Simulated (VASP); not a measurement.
Calculation: rev-vdW-DF2, VASP's PBE PAW potentials (set 64) (plane waves; VASP 6.6.1).

The input files of a VASP run:

INCAR:
```
SYSTEM = MgS
PREC = Accurate
ENCUT = 520
EDIFF = 1E-7
NELM = 100
ALGO = Normal
LREAL = .FALSE.
LASPH = .TRUE.
ISMEAR = 0
SIGMA = 0.05
GGA = MK
PARAM1 = 0.1234568
PARAM2 = 0.7114
ZAB_VDW = -1.8867
LUSE_VDW = .TRUE.
AGGAC = 0.0
LWAVE = .FALSE.
LCHARG = .FALSE.
ISIF = 2
```

File POSCAR:
```
MgS
1
    0.0000000000     2.6241721442     2.6241721442
    2.6241721442     0.0000000000     2.6241721442
    2.6241721442     2.6241721442     0.0000000000
Mg S
1 1
Direct
  1.0000000000   1.0000000000   0.0000000000
  0.5000000000   0.5000000000   0.5000000000
```

**KPOINTS**
```
Regular mesh
0
G
9 9 9
```

POTCAR, in this order: Mg S (PBE.64 set). Program: vasp_std.

Output of the run:

File OUTCAR:
```
 ion  position               nearest neighbor table
   1  0.000  0.000  0.000-   2 2.62   2 2.62   2 2.62   2 2.62   2 2.62   2 2.62
   2  0.500  0.500  0.500-   1 2.62   1 2.62   1 2.62   1 2.62   1 2.62   1 2.62
  LATTYP: Found a face centered cubic cell.
 ALAT       =     5.2483442884
 Subroutine PRICEL returns:
 Original cell was already a primitive cell.
 Subroutine GETGRP returns: Found 48 space group operations
The static configuration has the point symmetry O_h .
The dynamic configuration has the point symmetry O_h .
 Subroutine INISYM returns: Found 48 space group operations
 Subroutine IBZKPT returns following result:
 Found     35 irreducible k-points:

 Following reciprocal coordinates:
            Coordinates               Weight
  0.000000  0.000000  0.000000      1.000000
  0.111111  0.000000  0.000000      8.000000
  0.222222  0.000000  0.000000      8.000000
  0.333333  0.000000  0.000000      8.000000
  0.444444  0.000000  0.000000      8.000000
  0.111111  0.111111  0.000000      6.000000
  0.222222  0.111111  0.000000     24.000000
  0.333333  0.111111  0.000000     24.000000
  0.444444  0.111111  0.000000     24.000000
...
```

OSZICAR:
```
       N       E                     dE             d eps       ncg     rms          rms(c)
DAV:   1     0.264676839931E+02    0.26468E+02   -0.37707E+03   568   0.818E+02
DAV:   2    -0.548874942140E+01   -0.31956E+02   -0.30359E+02   768   0.108E+02
DAV:   3    -0.655707264025E+01   -0.10683E+01   -0.10683E+01   672   0.272E+01
DAV:   4    -0.656178328260E+01   -0.47106E-02   -0.47106E-02   920   0.204E+00
DAV:   5    -0.656178685433E+01   -0.35717E-05   -0.35717E-05   704   0.516E-02    0.413E+00
DAV:   6    -0.617265012786E+01    0.38914E+00   -0.10772E+00   576   0.509E+00    0.328E+00
DAV:   7    -0.613589801813E+01    0.36752E-01   -0.23450E-01   736   0.257E+00    0.235E+00
DAV:   8    -0.613656923208E+01   -0.67121E-03   -0.14205E-02   624   0.108E+00    0.997E-01
DAV:   9    -0.613631767319E+01    0.25156E-03   -0.75761E-04   648   0.224E-01    0.276E-01
DAV:  10    -0.613635339732E+01   -0.35724E-04   -0.13455E-04   872   0.785E-02    0.174E-02
DAV:  11    -0.613635317249E+01    0.22483E-06   -0.14428E-05   672   0.214E-02    0.115E-02
DAV:  12    -0.613635322429E+01   -0.51799E-07   -0.32821E-07   792   0.480E-03
   1 F= -.61363532E+01 E0= -.61363532E+01  d E =-.829266E-15
```

**OUTCAR**
```
------------------------ aborting loop because EDIFF is reached ----------------------------------------
  FORCE on cell =-STRESS in cart. coord.  units (eV):
  Direction    XX          YY          ZZ          XY          YZ          ZX
  --------------------------------------------------------------------------------------
  Total       -0.4804753     -0.4804753     -0.4804753      0.0000000      0.0000000     -0.0000000
  in kB      -21.2997585    -21.2997585    -21.2997585      0.0000000      0.0000000     -0.0000000
  external PRESSURE =     -21.2997585 kB  Pullay stress =       0.0000000 kB
  volume of cell :       36.14
      direct lattice vectors                 reciprocal lattice vectors
     0.000000000  2.624172144  2.624172144    -0.190536281  0.190536281  0.190536281
     2.624172144  0.000000000  2.624172144     0.190536281 -0.190536281  0.190536281
     2.624172144  2.624172144  0.000000000     0.190536281  0.190536281 -0.190536281
 POSITION                                       TOTAL-FORCE (eV/Angst)
 -----------------------------------------------------------------------------------
      0.00000      0.00000      0.00000         0.000000     -0.000000      0.000000
      2.62417      2.62417      2.62417        -0.000000      0.000000     -0.000000
 -----------------------------------------------------------------------------------
    total drift:                                0.000000      0.000000      0.000000
  FREE ENERGIE OF THE ION-ELECTRON SYSTEM (eV)
  ---------------------------------------------------
  free  energy   TOTEN  =        -6.1363532243 eV

  energy  without entropy=       -6.1363532243  energy(sigma->0) =       -6.13635322
```
(Selected blocks of OUTCAR.)

The compound is MgS in the rock salt structure. This cell is one point of a volume scan, at 1.03 of the reference volume.
